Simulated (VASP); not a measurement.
OSZICAR of a VASP run on SrTiO3 (space group Pm-3m):

File OSZICAR:
```
       N       E                     dE             d eps       ncg     rms          rms(c)
DAV:   1     0.397310737910E+03    0.39731E+03   -0.18912E+04   960   0.151E+03
DAV:   2    -0.144774000339E+02   -0.41179E+03   -0.40334E+03  1216   0.446E+02
DAV:   3    -0.489044824838E+02   -0.34427E+02   -0.34394E+02  1392   0.132E+02
DAV:   4    -0.505315248642E+02   -0.16270E+01   -0.16261E+01  1400   0.243E+01
DAV:   5    -0.505790100926E+02   -0.47485E-01   -0.47483E-01  1336   0.326E+00    0.249E+01
DAV:   6    -0.402399500112E+02    0.10339E+02   -0.68030E+01  1480   0.715E+01    0.150E+01
DAV:   7    -0.402349347403E+02    0.50153E-02   -0.10506E+01  1224   0.244E+01    0.959E+00
DAV:   8    -0.401921900397E+02    0.42745E-01   -0.22385E+00  1240   0.150E+01    0.304E+00
DAV:   9    -0.401163085326E+02    0.75882E-01   -0.47768E-01  1184   0.625E+00    0.941E-01
DAV:  10    -0.401191596774E+02   -0.28511E-02   -0.92230E-02  1320   0.217E+00    0.892E-01
DAV:  11    -0.401117537407E+02    0.74059E-02   -0.81950E-02  1336   0.245E+00    0.300E-01
DAV:  12    -0.401108954354E+02    0.85831E-03   -0.38529E-03  1112   0.629E-01    0.150E-01
DAV:  13    -0.401106391040E+02    0.25633E-03   -0.16271E-03  1328   0.304E-01    0.826E-02
DAV:  14    -0.401106442951E+02   -0.51911E-05   -0.14154E-04  1552   0.107E-01    0.384E-02
DAV:  15    -0.401106429059E+02    0.13891E-05   -0.11277E-05  1328   0.258E-02    0.287E-02
DAV:  16    -0.401106375611E+02    0.53449E-05   -0.28454E-05  1096   0.361E-02    0.712E-03
DAV:  17    -0.401106371774E+02    0.38362E-06   -0.63385E-06  1256   0.314E-02
   1 F= -.40110637E+02 E0= -.40110637E+02  d E =-.559839E-14
```

Which electronic solver shows in the log?

It is blocked Davidson (ALGO = Normal, or the opening steps of other solvers). The INCAR had ALGO = Normal.

Can the final energy be trusted as converged?

The run converged. It stopped with EDIFF = 1E-6, NELM = 100 (PBE GGA, plane waves, VASP's PBE PAW potentials (set 64)).

The structure is a typed SrTiO3 crystal (Pm-3m). The cell was not relaxed at this level.
